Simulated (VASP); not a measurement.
# Ca3ZrN3 (P-6m2) in VASP: a series of runs, part 2 of 2

VASP 6.6.1. The steps go on from the part before.

## Step 3: Relaxation of cell and atoms, PBE

This run uses another cell than the first one, of 17.65 Å³/atom, 0.964 times its volume.

Contents of INCAR:

```
SYSTEM = Ca3ZrN3
PREC = Normal ; ENCUT = 520
EDIFF = 1E-4 ; ISMEAR = 0
SIGMA = 0.15 ; LREAL = .False.
LASPH = .True. ; NELM = 60
ALGO = Fast ; ISIF = 3
LWAVE = .False. ; LCHARG = .False.
GGA = PE ; IBRION = 2
NSW = 24 ; EDIFFG = -0.08
```

Contents of KPOINTS:

```
regular mesh
0
Gamma
  3 3 3
  0 0 0
```

Contents of POSCAR:

```
Ca3ZrN3
1.0
    3.0436546700      1.7572548400      3.8490826700
   -3.0436546700      1.7572548400      3.8490826700
    0.0000000000     -3.5145096800      3.8490826700
Ca Zr N
3 1 3
Direct
    0.5000000000      0.5000000000      0.0000000000
    0.0000000000      0.5000000000      0.5000000000
    0.5000000000      0.0000000000      0.5000000000
    0.0000000000      0.0000000000      0.0000000000
    0.5000000000      0.5000000000      0.5000000000
    0.7485639200      0.7485639200      0.7485639200
    0.2514360800      0.2514360800      0.2514360800
```

Potentials or basis: VASP PAW PBE potentials, release 64 (Ca_sv, Zr_sv, N).

On the command line:

```console
$ cat potpaw_PBE.64/Ca_sv/POTCAR potpaw_PBE.64/Zr_sv/POTCAR potpaw_PBE.64/N/POTCAR > POTCAR
$ mpirun -np 4 vasp_std > vasp.out
```

OUTCAR:

```text
SYSTEM = Ca3ZrN3
   PREC = Normal
   ENCUT = 520
   EDIFF = 1E-4
   ISMEAR = 0
   LREAL = .False.
   LASPH = .True.
   NELM = 60
   ISIF = 3
   GGA = PE
   IBRION = 2
   NSW = 24
   EDIFFG = -0.08

 ion  position               nearest neighbor table
   1  0.500  0.500  0.000-   6 2.00   7 2.00   2 3.04   3 3.04   3 3.04   2 3.04   4 3.04   4 3.04

   2  0.000  0.500  0.500-   6 2.00   7 2.00   1 3.04   4 3.04   4 3.04   1 3.04   3 3.04   3 3.04

   3  0.500  0.000  0.500-   6 2.00   7 2.00   1 3.04   4 3.04   1 3.04   4 3.04   2 3.04   2 3.04

   4  0.000  0.000  0.000-   2 3.04   3 3.04   2 3.04   3 3.04   1 3.04   1 3.04
   5  0.500  0.500  0.500-
   6  0.749  0.749  0.749-   1 2.00   2 2.00   3 2.00
   7  0.251  0.251  0.251-   1 2.00   2 2.00   3 2.00

  LATTYP: Found a trigonal (rhomboedric) cell.
 ALAT       =     5.2122179275
 COS(alpha) =     0.3180137527

  Lattice vectors:

 A1 = (   3.0436546700,   1.7572548400,   3.8490826700)
 A2 = (  -3.0436546700,   1.7572548400,   3.8490826700)
 A3 = (   0.0000000000,  -3.5145096800,   3.8490826700)

Analysis of symmetry for initial positions (statically):
=====================================================================
 Subroutine PRICEL returns:
 Original cell was already a primitive cell.

 Routine SETGRP: Setting up the symmetry group for a
 trigonal (rhombohedral) supercell.

 Subroutine GETGRP returns: Found 12 space group operations
 (whereof 12 operations were pure point group operations)
 out of a pool of 12 trial point group operations.

The static configuration has the point symmetry D_3d.

Analysis of symmetry for dynamics (positions and initial velocities):
=====================================================================
 Subroutine PRICEL returns:
 Original cell was already a primitive cell.

 Routine SETGRP: Setting up the symmetry group for a
 trigonal (rhombohedral) supercell.

 Subroutine GETGRP returns: Found 12 space group operations
 (whereof 12 operations were pure point group operations)
 out of a pool of 12 trial point group operations.

The dynamic configuration has the point symmetry D_3d.

 Subroutine INISYM returns: Found 12 space group operations
 (whereof 12 operations are pure point group operations),
 and found     1 'primitive' translations

----------------------------------------------------------------------------------------

                                     Primitive cell

  volume of cell :     123.5204

  direct lattice vectors                    reciprocal lattice vectors
     3.043654670  1.757254840  3.849082670     0.164276192  0.094844904  0.086600721
    -3.043654670  1.757254840  3.849082670    -0.164276192  0.094844904  0.086600721
     0.000000000 -3.514509680  3.849082670     0.000000000 -0.189689808  0.086600721

  length of vectors
     5.212217927  5.212217927  5.212217924     0.208523159  0.208523159  0.208523160

  position of ions in fractional coordinates (direct lattice)
     0.500000000  0.500000000  0.000000000
     1.000000000  0.500000000  0.500000000
     0.500000000  1.000000000  0.500000000
     0.000000000  0.000000000  0.000000000
     0.500000000  0.500000000  0.500000000
     0.748563920  0.748563920  0.748563920
     0.251436080  0.251436080  0.251436080

  ion indices of the primitive-cell ions
[... 50 lines left out ...]
   NGXF,Y,Z  is equivalent  to a cutoff of  19.14, 19.14, 19.14 a.u.
 SYSTEM =  Ca3ZrN3
   PREC   = normal    normal or accurate (medium, high low for compatibility)
   ISTART =      0    job   : 0-new  1-cont  2-samecut
   ICHARG =      2    charge: 1-file 2-atom 10-const
   ISPIN  =      1    spin polarized calculation?
   LNONCOLLINEAR =      F non collinear calculations
   LSORBIT =      F    spin-orbit coupling
   LASPH  =      T    aspherical Exc in radial PAW
   ENCUT  =  520.0 eV  38.22 Ry    6.18 a.u.   9.69  9.69  9.69*2*pi/ulx,y,z
   NELM   =     60;   NELMIN=  2; NELMDL= -5     # of ELM steps
   EDIFF  = 0.1E-03   stopping-criterion for ELM
   LREAL  =      F    real-space projection
   EDIFFG = -.8E-01   stopping-criterion for IOM
   NSW    =     24    number of steps for IOM
   IBRION =      2    ionic relax: 0-MD 1-quasi-New 2-CG
   NFREE  =      1    steps in history (QN), initial steepest desc. (CG)
   ISIF   =      3    stress and relaxation
   ISYM   =      2    0-nonsym 1-usesym 2-fastsym
   POTIM  = 0.5000    time-step for ionic-motion
   TEBEG  =    0.0;   TEEND  =   0.0 temperature during run
   PSTRESS=    0.0 pullay stress
   NELECT =      57.0000    total number of electrons
   NUPDOWN=      -1.0000    fix difference up-down
   EMIN   =  10.00;   EMAX   =-10.00  energy-range for DOS
   EFERMI =   0.00;   METHOD = LEGACY
   ISMEAR =     0;   SIGMA  =   0.15  broadening in eV -4-tet -1-fermi 0-gaus
   EFERMI_NEDOS =   21; number of points for ismear=-14 and -15
   IALGO  =     68    algorithm
   IMIX   =      4    mixing-type and parameters
     AMIX     =   0.40;   BMIX     =  1.00
     AMIX_MAG =   1.60;   BMIX_MAG =  1.00
  volume/ion in A,a.u.               =      17.65       119.08
  Fermi-wavevector in a.u.,A,eV,Ry     =   1.265087  2.390667 21.775363  1.600444
  Thomas-Fermi vector in A             =   2.398358
   LORBIT       =      0    0 simple, 1 ext, 2 COOP (PROOUT), +10 PAW based schemes
   GGA     = PE    functional components
   LHFCALC =     F    Hartree Fock is set to
   AEXX    =    0.0000 exact exchange contribution
   IVDW    =     0    specifies the selected vdW correction
   LEPSILON=     F    determine dielectric tensor
   LRPA    =     F    only Hartree local field effects (RPA)
 conjugate gradient relaxation of ions
 non-spin polarized calculation
 RMM-DIIS sequential band-by-band and
 Gauss-broadening in eV      SIGMA  =   0.15
  energy-cutoff  :      520.00
  volume of cell :      123.52
 maximum number of plane-waves:      3331
   NGX = 19   NGY = 19   NGZ = 19

--------------------------------------- Ionic step        1  -------------------------------------------

 number of electron      56.9999981 magnetization

 Free energy of the ion-electron system (eV)
  ---------------------------------------------------
  ext. energy  EPLUGINS =         0.00000000
  ---------------------------------------------------
  free energy    TOTEN  =       -31.11046025 eV

  energy without entropy =      -31.04960027  energy(sigma->0) =      -31.08003026

------------------------ aborting loop because EDIFF is reached ----------------------------------------

  FORCE on cell =-STRESS in cart. coord.  units (eV):
  Direction    XX          YY          ZZ          XY          YZ          ZX
  --------------------------------------------------------------------------------------
  -------------------------------------------------------------------------------------
  Total       26.8052923     26.8052922    -10.4838576      0.0000000     -0.0000000      0.0000000
  in kB      347.6902534    347.6902522   -135.9856501      0.0000000     -0.0000000      0.0000000
  external PRESSURE =     186.4649518 kB  Pullay stress =       0.0000000 kB
[... 104 lines left out ...]
  FREE ENERGIE OF THE ION-ELECTRON SYSTEM (eV)
  ---------------------------------------------------
  free  energy   TOTEN  =       -39.0892580443 eV

  energy  without entropy=      -39.0122065625  energy(sigma->0) =      -39.05073230

 E-fermi :   3.2872     XC(G=0):  -9.0628

 val. band max:        3.2720297246   @ k =   0.3333   0.0000  -0.0000
 cond. band min:       3.2995667680   @ k =   0.3333   0.3333   0.0000
 fundamental gap:      0.0275370434
 Fermi energy:         3.2872284493

 k-point     1 :       0.0000    0.0000    0.0000
  band No.  band energies     occupation
      1     -45.9507      2.00000
      2     -37.1452      2.00000
      3     -37.1209      2.00000
      4     -37.1209      2.00000
      5     -24.1781      2.00000
      6     -24.1781      2.00000
[... 223 lines left out ...]
     35       6.0068      0.00000
     36       6.3203      0.00000

[... ionic steps 4 to 10 ...]

--------------------------------------- Ionic step       11  -------------------------------------------

 number of electron      56.9999968 magnetization

------------------------ aborting loop because EDIFF is reached ----------------------------------------
[... 77 lines left out ...]
--------------------------------------- Ionic step       13  -------------------------------------------

 number of electron      56.9999972 magnetization

 Free energy of the ion-electron system (eV)
  ---------------------------------------------------
  ext. energy  EPLUGINS =         0.00000000
  ---------------------------------------------------
  free energy    TOTEN  =       -41.28612400 eV

  energy without entropy =      -41.22061067  energy(sigma->0) =      -41.25336734

 E-fermi :   3.6349     XC(G=0):  -9.4865

 val. band max:        3.6139061652   @ k =  -0.3333   0.3333   0.3333
 cond. band min:       3.7860898855   @ k =   0.3333   0.3333   0.0000
 fundamental gap:      0.1721837204
 Fermi energy:         3.6349326846

 k-point     1 :       0.0000    0.0000    0.0000
  band No.  band energies     occupation
      1     -45.4874      2.00000
      2     -36.1683      2.00000
      3     -36.1259      2.00000
      4     -36.1259      2.00000
      5     -23.7441      2.00000
      6     -23.7441      2.00000
[... 257 lines left out ...]
  FREE ENERGIE OF THE ION-ELECTRON SYSTEM (eV)
  ---------------------------------------------------
  free  energy   TOTEN  =       -41.2861240046 eV

  energy  without entropy=      -41.2206106670  energy(sigma->0) =      -41.25336734

 reached required accuracy - stopping structural energy minimisation
```

Run time: 34 s. Hardware: 4 MPI ranks of Intel Xeon 6975P-C (Granite Rapids), shared host; peak memory 0.13 GiB.

Results:

- Free energy: -41.2861 eV
- Relaxed volume: 19.75 Å³/atom
- Relaxed cell: a = 5.184 Å, b = 5.184 Å, c = 5.184 Å, α = 85.70°, β = 85.70°, γ = 85.70°
- Space group after relaxing (to 0.05 Å): R-3m (No. 166)
- Energy gained by relaxing: 1453.7 meV/atom
- Ionic steps: 13
- Pressure after relaxing: 0.1 GPa
- Largest force after relaxing: 0.017 eV/Å
- Band gap on the k mesh: none (metal or under the smearing width)

Forces on the atoms (eV/Å):
```
Ca   0.000  0.000  0.000
Ca   0.000  0.000  0.000
Ca   0.000  0.000  0.000
Zr   0.000  0.000  0.000
N    0.000  0.000  0.000
N    0.000  0.000 -0.017
N    0.000  0.000  0.017
```

Stress tensor (GPa, compression positive):
```
 0.10  0.00  0.00
 0.00  0.10  0.00
 0.00  0.00 -0.01
```

Step by step:
```csv
step,energy change (eV),largest force (eV/Å),pressure (GPa),volume (Å³)
1,0.0000,6.4388,18.65,123.52
2,-7.5414,3.2941,-10.35,160.85
3,-7.9788,2.9409,-12.42,168.71
4,-6.2354,11.3562,11.67,138.00
5,-9.7462,0.3645,-6.54,154.38
6,-9.7675,0.0725,-5.82,153.40
7,-9.7698,0.2701,-5.50,152.99
8,-10.1406,0.5264,-0.28,138.45
9,-10.1408,0.5564,-0.10,138.09
10,-10.1572,0.0136,0.77,137.42
11,-10.1575,0.0572,0.63,137.33
12,-10.1696,0.0326,0.52,137.70
13,-10.1757,0.0167,0.06,138.23
```

Final structure:
```cif
data_structure
_symmetry_space_group_name_H-M 'P 1'
_symmetry_Int_Tables_number 1
_cell_length_a 5.1845
_cell_length_b 5.1845
_cell_length_c 5.1845
_cell_angle_alpha 85.703
_cell_angle_beta 85.703
_cell_angle_gamma 85.703
_cell_volume 138.23
loop_
_atom_site_label
_atom_site_type_symbol
_atom_site_fract_x
_atom_site_fract_y
_atom_site_fract_z
_atom_site_occupancy
Ca1 Ca 0.50000 0.50000 0.00000 1
Ca2 Ca 0.00000 0.50000 0.50000 1
Ca3 Ca 0.50000 0.00000 0.50000 1
Zr1 Zr 0.00000 0.00000 0.00000 1
N1 N 0.50000 0.50000 0.50000 1
N2 N 0.79476 0.79476 0.79476 1
N3 N 0.20524 0.20524 0.20524 1
```

Caveat: the k mesh is coarse (spacing up to 0.44 Å⁻¹), so the values aren't converged; the relaxation stopped at a loose force limit of 0.08 eV/Å, so its end isn't a converged minimum.

## Step 4: Relaxation of cell and atoms, PBE

This run uses another cell than the first one, of 18.12 Å³/atom, 0.990 times its volume.

INCAR, as its differences from that of step 3:

```diff
@@ -9 +9,2 @@
 NSW = 24 ; EDIFFG = -0.08
+KPAR = 4
```

Contents of KPOINTS:

```
regular mesh
0
Gamma
  4 4 2
  0 0 0
```

Contents of POSCAR:

```
Ca3ZrN3
1.0
    4.5908463300      0.0000000000      0.0000000000
   -2.2954231600      3.9757895400      0.0000000000
    0.0000000000      0.0000000000      6.9499570700
Ca Zr N
3 1 3
Direct
    0.6666666700      0.3333333300      0.0000000000
    0.6666666700      0.3333333300      0.5000000000
    0.0000000000      0.0000000000      0.5000000000
    0.0000000000      0.0000000000      0.0000000000
    0.3333333300      0.6666666700      0.5000000000
    0.6666666700      0.3333333300      0.2787788200
    0.6666666700      0.3333333300      0.7212211800
```

On the command line:

```console
$ cat potpaw_PBE.64/Ca_sv/POTCAR potpaw_PBE.64/Zr_sv/POTCAR potpaw_PBE.64/N/POTCAR > POTCAR
$ mpirun -np 4 vasp_std > vasp.out
```

It took 52 s on 4 MPI ranks of Intel Xeon 6975P-C (Granite Rapids), shared host; peak memory 0.2 GiB.

Results (log left out):

- Free energy: -28.4347 eV
- Relaxed volume: 22.04 Å³/atom
- Relaxed cell: a = 4.584 Å, b = 4.584 Å, c = 8.478 Å, α = 90.00°, β = 90.00°, γ = 120.00°
- Space group after relaxing (to 0.05 Å): P-6m2 (No. 187)
- Energy gained by relaxing: 919.2 meV/atom
- Ionic steps: 8
- Pressure after relaxing: -0.4 GPa
- Largest force after relaxing: 0.064 eV/Å
- Band gap on the k mesh: none (metal or under the smearing width)

Forces in eV/Å, atoms in the order of the input:
```
Ca   0.000  0.000  0.000
Ca   0.000  0.000  0.000
Ca   0.000  0.000  0.000
Zr   0.000  0.000  0.000
N    0.000  0.000  0.000
N    0.000  0.000 -0.064
N    0.000  0.000  0.064
```

Stress tensor (GPa, compression positive):
```
-0.42  0.00  0.00
 0.00 -0.42  0.00
 0.00  0.00 -0.22
```

The path:
```tsv
step	energy change (eV)	largest force (eV/Å)	pressure (GPa)	volume (Å³)
1	0.0000	8.3294	23.32	126.85
2	-5.3347	1.8596	-5.50	177.52
3	-6.3195	1.2744	-0.68	159.01
4	-6.3249	1.2052	-0.51	158.35
5	-6.3271	1.1296	-0.20	157.70
6	-6.4139	0.1899	-1.32	157.33
7	-6.4211	0.0679	-1.12	157.43
8	-6.4346	0.0636	-0.35	154.27
```

Final structure:
```xyz
7
Lattice="4.5839 0.0000 0.0000 -2.2919 3.9697 0.0000 0.0000 0.0000 8.4781" Properties=species:S:1:pos:R:3 pbc="T T T"
Ca    2.2919    1.3232    0.0000
Ca    2.2919    1.3232    4.2391
Ca    4.5839    0.0000    4.2391
Zr    0.0000    0.0000    0.0000
N     0.0000    2.6465    4.2391
N     2.2919    1.3232    2.0596
N     2.2919    1.3232    6.4185
```

Levels at points of the mesh, in eV from the Fermi level:
```
           k point  band 25  band 26  band 27  band 28  band 29  band 30  band 31  band 32
(0.00, 0.00, 0.00)    -1.38    -0.53    -0.53    -0.48     0.33     0.50     0.85     0.85
(0.50, 0.00, 0.00)    -1.20    -0.71    -0.41    -0.26     0.21     0.26     0.55     1.01
(0.00, 0.00, 0.50)    -1.07    -0.88    -0.88    -0.80    -0.22     0.76     0.76     0.91
(0.50, 0.00, 0.50)    -1.01    -0.91    -0.80    -0.80    -0.10     0.19     0.56     0.86
```

Caveat: the k mesh is coarse (spacing up to 0.45 Å⁻¹), so the values aren't converged; the volume moved by over 15 % at a fixed basis, so the end points are rough; the relaxation stopped at a loose force limit of 0.08 eV/Å, so its end isn't a converged minimum.
